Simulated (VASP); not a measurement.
# Be3CdO4 (Pm-3m) in VASP: a series of runs

The runs below take Be3CdO4 through relaxation of cell and atoms, with PBE.

All numbers are computed with VASP 6.6.1; they aren't measurements. Logs are shortened: lines on timing, memory, paths and dates and some standing lists are left out, and cuts for length are marked.

**1. Starting point**

It takes space group Pm-3m (No. 221, cubic). Conventional cell: a = 4.370 Å, b = 4.370 Å, c = 4.370 Å, α = 90.00°, β = 90.00°, γ = 90.00°. Be (site symmetry 4/mmm) is surrounded by 6 O at 2.19 Å. Around Cd (site symmetry m-3m) lie 6 O at 2.19 Å. Around O (site symmetry 4/mmm) lie 4 Be at 2.19 Å and 2 Cd at 2.19 Å. O (site symmetry m-3m) is surrounded by 6 Be at 2.19 Å.

The cell was built by a generator and needn't be a form met in nature.

**2. Relaxation of cell and atoms, PBE**

File INCAR:

```
SYSTEM = Be3CdO4
PREC = Normal
ENCUT = 520
EDIFF = 1E-4
ISMEAR = 0
SIGMA = 0.15
LREAL = .False.
LASPH = .True.
NELM = 60
ALGO = Fast
ISIF = 3
LWAVE = .False.
LCHARG = .False.
GGA = PE
IBRION = 2
NSW = 24
EDIFFG = -0.08
```

File KPOINTS:

```
Automatic mesh
0
Gamma
  3 3 3
  0 0 0
```

File POSCAR:

```
Be3CdO4
1.0
    4.3701556000      0.0000000000      0.0000000000
    0.0000000000      4.3701556000      0.0000000000
    0.0000000000      0.0000000000      4.3701556000
Be Cd O
3 1 4
Direct
    0.5000000000      0.0000000000      0.0000000000
    0.0000000000      0.5000000000      0.0000000000
    0.0000000000      0.0000000000      0.5000000000
    0.5000000000      0.5000000000      0.5000000000
    0.0000000000      0.5000000000      0.5000000000
    0.5000000000      0.0000000000      0.5000000000
    0.5000000000      0.5000000000      0.0000000000
    0.0000000000      0.0000000000      0.0000000000
```

Potentials or basis: VASP PAW PBE potentials, release 64 (Be, Cd, O).

Run with:

```bash
$ cat potpaw_PBE.64/Be/POTCAR potpaw_PBE.64/Cd/POTCAR potpaw_PBE.64/O/POTCAR > POTCAR
$ mpirun -np 1 vasp_std > vasp.out
```

OUTCAR:

```text
SYSTEM = Be3CdO4
   PREC = Normal
   ENCUT = 520
   EDIFF = 1E-4
   ISMEAR = 0
   LREAL = .False.
   LASPH = .True.
   NELM = 60
   ISIF = 3
   GGA = PE
   IBRION = 2
   NSW = 24
   EDIFFG = -0.08

 ion  position               nearest neighbor table
   1  0.500  0.000  0.000-
   2  0.000  0.500  0.000-
   3  0.000  0.000  0.500-
   4  0.500  0.500  0.500-   5 2.19   6 2.19   7 2.19   7 2.19   6 2.19   5 2.19
   5  0.000  0.500  0.500-   4 2.19   4 2.19
   6  0.500  0.000  0.500-   4 2.19   4 2.19
   7  0.500  0.500  0.000-   4 2.19   4 2.19
   8  0.000  0.000  0.000-

  LATTYP: Found a simple cubic cell.
 ALAT       =     4.3701556000

  Lattice vectors:

 A1 = (   4.3701556000,   0.0000000000,   0.0000000000)
 A2 = (   0.0000000000,   4.3701556000,   0.0000000000)
 A3 = (   0.0000000000,   0.0000000000,   4.3701556000)

Analysis of symmetry for initial positions (statically):
=====================================================================
 Subroutine PRICEL returns:
 Original cell was already a primitive cell.

 Routine SETGRP: Setting up the symmetry group for a
 simple cubic supercell.

 Subroutine GETGRP returns: Found 48 space group operations
 (whereof 48 operations were pure point group operations)
 out of a pool of 48 trial point group operations.

The static configuration has the point symmetry O_h .

Analysis of symmetry for dynamics (positions and initial velocities):
=====================================================================
 Subroutine PRICEL returns:
 Original cell was already a primitive cell.

 Routine SETGRP: Setting up the symmetry group for a
 simple cubic supercell.

 Subroutine GETGRP returns: Found 48 space group operations
 (whereof 48 operations were pure point group operations)
 out of a pool of 48 trial point group operations.

The dynamic configuration has the point symmetry O_h .

 Subroutine INISYM returns: Found 48 space group operations
 (whereof 48 operations are pure point group operations),
 and found     1 'primitive' translations

----------------------------------------------------------------------------------------

                                     Primitive cell

  volume of cell :      83.4624

  direct lattice vectors                    reciprocal lattice vectors
     4.370155600  0.000000000  0.000000000     0.228824804  0.000000000  0.000000000
     0.000000000  4.370155600  0.000000000     0.000000000  0.228824804  0.000000000
     0.000000000  0.000000000  4.370155600     0.000000000  0.000000000  0.228824804

  length of vectors
     4.370155600  4.370155600  4.370155600     0.228824804  0.228824804  0.228824804

  position of ions in fractional coordinates (direct lattice)
     0.500000000  0.000000000  0.000000000
     0.000000000  0.500000000  0.000000000
     0.000000000  0.000000000  0.500000000
     0.500000000  0.500000000  0.500000000
     0.000000000  0.500000000  0.500000000
     0.500000000  0.000000000  0.500000000
     0.500000000  0.500000000  0.000000000
     0.000000000  0.000000000  0.000000000

  ion indices of the primitive-cell ions
   primitive index   ion index
                 1           1
                 2           2
                 3           3
                 4           4
                 5           5
                 6           6
                 7           7
                 8           8

----------------------------------------------------------------------------------------

 KPOINTS: Automatic mesh

Automatic generation of k-mesh.
 Grid dimensions read from file:
 generate k-points for:    3    3    3

 Generating k-lattice:

  Cartesian coordinates                     Fractional coordinates (reciprocal lattice)
     0.076274935  0.000000000  0.000000000     0.333333333  0.000000000  0.000000000
     0.000000000  0.076274935  0.000000000     0.000000000  0.333333333  0.000000000
     0.000000000  0.000000000  0.076274935     0.000000000  0.000000000  0.333333333

  Length of vectors
     0.076274935  0.076274935  0.076274935

  Shift w.r.t. Gamma in fractional coordinates (k-lattice)
     0.000000000  0.000000000  0.000000000

 Subroutine IBZKPT returns following result:
 ===========================================

 Found      4 irreducible k-points:

 Following reciprocal coordinates:
            Coordinates               Weight
  0.000000  0.000000  0.000000      1.000000
  0.333333  0.000000  0.000000      6.000000
  0.333333  0.333333  0.000000     12.000000
  0.333333  0.333333  0.333333      8.000000
   k-points           NKPTS =      4   k-points in BZ     NKDIM =      4   number of bands    NBANDS=     26
   number of dos      NEDOS =    301   number of ions     NIONS =      8
   total plane-waves  NPLWV =  13824
   dimension x,y,z NGX =    24 NGY =   24 NGZ =   24
   dimension x,y,z NGXF=    48 NGYF=   48 NGZF=   48
   ions per type =               3   1   4
   NGX,Y,Z   is equivalent  to a cutoff of   9.13,  9.13,  9.13 a.u.
   NGXF,Y,Z  is equivalent  to a cutoff of  18.26, 18.26, 18.26 a.u.
 SYSTEM =  Be3CdO4
   PREC   = normal    normal or accurate (medium, high low for compatibility)
   ISTART =      0    job   : 0-new  1-cont  2-samecut
   ICHARG =      2    charge: 1-file 2-atom 10-const
   ISPIN  =      1    spin polarized calculation?
   LNONCOLLINEAR =      F non collinear calculations
   LSORBIT =      F    spin-orbit coupling
   LASPH  =      T    aspherical Exc in radial PAW
   ENCUT  =  520.0 eV  38.22 Ry    6.18 a.u.   8.13  8.13  8.13*2*pi/ulx,y,z
   NELM   =     60;   NELMIN=  2; NELMDL= -5     # of ELM steps
   EDIFF  = 0.1E-03   stopping-criterion for ELM
   LREAL  =      F    real-space projection
   EDIFFG = -.8E-01   stopping-criterion for IOM
   NSW    =     24    number of steps for IOM
   IBRION =      2    ionic relax: 0-MD 1-quasi-New 2-CG
   NFREE  =      1    steps in history (QN), initial steepest desc. (CG)
   ISIF   =      3    stress and relaxation
   ISYM   =      2    0-nonsym 1-usesym 2-fastsym
   POTIM  = 0.5000    time-step for ionic-motion
   TEBEG  =    0.0;   TEEND  =   0.0 temperature during run
   PSTRESS=    0.0 pullay stress
   NELECT =      42.0000    total number of electrons
   NUPDOWN=      -1.0000    fix difference up-down
   EMIN   =  10.00;   EMAX   =-10.00  energy-range for DOS
   EFERMI =   0.00;   METHOD = LEGACY
   ISMEAR =     0;   SIGMA  =   0.15  broadening in eV -4-tet -1-fermi 0-gaus
   EFERMI_NEDOS =   21; number of points for ismear=-14 and -15
   IALGO  =     68    algorithm
   IMIX   =      4    mixing-type and parameters
     AMIX     =   0.40;   BMIX     =  1.00
     AMIX_MAG =   1.60;   BMIX_MAG =  1.00
  volume/ion in A,a.u.               =      10.43        70.40
  Fermi-wavevector in a.u.,A,eV,Ry     =   1.302150  2.460707 23.069967  1.695595
  Thomas-Fermi vector in A             =   2.433237
   LORBIT       =      0    0 simple, 1 ext, 2 COOP (PROOUT), +10 PAW based schemes
   GGA     = PE    functional components
   LHFCALC =     F    Hartree Fock is set to
   AEXX    =    0.0000 exact exchange contribution
   IVDW    =     0    specifies the selected vdW correction
   LEPSILON=     F    determine dielectric tensor
   LRPA    =     F    only Hartree local field effects (RPA)
 conjugate gradient relaxation of ions
 non-spin polarized calculation
 RMM-DIIS sequential band-by-band and
 Gauss-broadening in eV      SIGMA  =   0.15
  energy-cutoff  :      520.00
  volume of cell :       83.46
 maximum number of plane-waves:      2301
   NGX = 17   NGY = 17   NGZ = 17

--------------------------------------- Ionic step        1  -------------------------------------------

 number of electron      41.9999874 magnetization

 Free energy of the ion-electron system (eV)
  ---------------------------------------------------
  ext. energy  EPLUGINS =         0.00000000
  ---------------------------------------------------
  free energy    TOTEN  =       -40.88743013 eV

  energy without entropy =      -40.88742052  energy(sigma->0) =      -40.88742532

 E-fermi :   3.4362     XC(G=0): -10.6038

 val. band max:        2.9848552849   @ k =   0.3333   0.3333   0.0000
 cond. band min:       3.8204526059   @ k =   0.0000   0.0000   0.0000
 fundamental gap:      0.8355973210
 Fermi energy:         3.4361792029

 k-point     1 :       0.0000    0.0000    0.0000
  band No.  band energies     occupation
      1     -15.1759      2.00000
      2     -14.0388      2.00000
      3     -14.0388      2.00000
      4     -13.8104      2.00000
      5      -2.9431      2.00000
      6      -2.9431      2.00000
[... 18 lines left out ...]
     25       8.4842      0.00000
     26      11.5950      0.00000
[... 149 lines left out ...]
 POSITION                                       TOTAL-FORCE (eV/Angst)
 -----------------------------------------------------------------------------------
      2.05071      0.00000      0.00000         0.000000     -0.000000      0.000000
      0.00000      2.05071     -0.00000         0.000000     -0.000000      0.000000
      0.00000      0.00000      2.05071         0.000000     -0.000000      0.000000
      2.05071      2.05071      2.05071        -0.000000      0.000000      0.000000
      0.00000      2.05071      2.05071        -0.000000      0.000000      0.000000
      2.05071      0.00000      2.05071         0.000000      0.000000      0.000000
      2.05071      2.05071      0.00000         0.000000     -0.000000      0.000000
      0.00000      0.00000      0.00000         0.000000     -0.000000      0.000000
 -----------------------------------------------------------------------------------
    total drift:                                0.000000     -0.000000     -0.000000

  FREE ENERGIE OF THE ION-ELECTRON SYSTEM (eV)
  ---------------------------------------------------
  free  energy   TOTEN  =       -41.5832110213 eV

  energy  without entropy=      -41.5832110213  energy(sigma->0) =      -41.58321102

--------------------------------------- Ionic step        3  -------------------------------------------

 number of electron      42.0000142 magnetization

 Free energy of the ion-electron system (eV)
  ---------------------------------------------------
  ext. energy  EPLUGINS =         0.00000000
  ---------------------------------------------------
  free energy    TOTEN  =       -41.66908828 eV

  energy without entropy =      -41.66908828  energy(sigma->0) =      -41.66908828

 E-fermi :   5.4314     XC(G=0): -11.2804

 val. band max:        4.7776005630   @ k =   0.3333   0.3333   0.0000
 cond. band min:       6.0411334654   @ k =   0.0000   0.0000   0.0000
 fundamental gap:      1.2635329025
 Fermi energy:         5.4313917255

 k-point     1 :       0.0000    0.0000    0.0000
  band No.  band energies     occupation
      1     -14.8867      2.00000
      2     -13.3874      2.00000
      3     -13.3874      2.00000
      4     -13.0229      2.00000
      5      -2.1568      2.00000
      6      -2.1568      2.00000
[... 18 lines left out ...]
     25      11.0755      0.00000
     26      13.9752      0.00000
[... 107 lines left out ...]
 POSITION                                       TOTAL-FORCE (eV/Angst)
 -----------------------------------------------------------------------------------
      2.08136      0.00000      0.00000         0.000000     -0.000000      0.000000
      0.00000      2.08136     -0.00000         0.000000     -0.000000      0.000000
      0.00000      0.00000      2.08136         0.000000     -0.000000      0.000000
      2.08136      2.08136      2.08136        -0.000000      0.000000      0.000000
      0.00000      2.08136      2.08136        -0.000000      0.000000      0.000000
      2.08136      0.00000      2.08136         0.000000      0.000000      0.000000
      2.08136      2.08136      0.00000         0.000000     -0.000000      0.000000
      0.00000      0.00000      0.00000         0.000000     -0.000000      0.000000
 -----------------------------------------------------------------------------------
    total drift:                                0.000000     -0.000000     -0.000000

  FREE ENERGIE OF THE ION-ELECTRON SYSTEM (eV)
  ---------------------------------------------------
  free  energy   TOTEN  =       -41.6690882819 eV

  energy  without entropy=      -41.6690882815  energy(sigma->0) =      -41.66908828

 reached required accuracy - stopping structural energy minimisation
```

It took 9.4 s on 1 thread of Intel Xeon 6975P-C (Granite Rapids), shared host; peak memory 0.14 GiB.

What came out:

- Free energy: -41.6691 eV
- Relaxed volume: 9.02 Å³/atom
- Relaxed cell: a = 4.163 Å, b = 4.163 Å, c = 4.163 Å, α = 90.00°, β = 90.00°, γ = 90.00°
- Space group after relaxing (to 0.05 Å): Pm-3m (No. 221)
- Energy gained by relaxing: 97.7 meV/atom
- Ionic steps: 3
- Pressure after relaxing: 0.2 GPa
- Band gap on the k mesh: 1.26 eV, indirect (least direct gap 3.53 eV)

The path:
| step | energy change (eV) | largest force (eV/Å) | pressure (GPa) | volume (Å³) |
| --- | --- | --- | --- | --- |
| 1 | 0.0000 | 0.0000 | -19.58 | 83.46 |
| 2 | -0.6958 | 0.0000 | 8.81 | 68.99 |
| 3 | -0.7817 | 0.0000 | 0.15 | 72.13 |

Final structure:
```
Be Cd O
1.0
     4.16273    0.00000    0.00000
     0.00000    4.16273    0.00000
     0.00000    0.00000    4.16273
Be Cd O
3 1 4
Direct
  0.50000 0.00000 0.00000
  0.00000 0.50000 0.00000
  0.00000 0.00000 0.50000
  0.50000 0.50000 0.50000
  0.00000 0.50000 0.50000
  0.50000 0.00000 0.50000
  0.50000 0.50000 0.00000
  0.00000 0.00000 0.00000
```

Caveat: the k mesh is coarse (spacing up to 0.48 Å⁻¹), so the values aren't converged; an odd mesh through Γ misses points on the zone boundary, where band edges often lie; the relaxation stopped at a loose force limit of 0.08 eV/Å, so its end isn't a converged minimum. As with any semilocal functional, this PBE gap is likely too small.

[end of part 1 of 2]
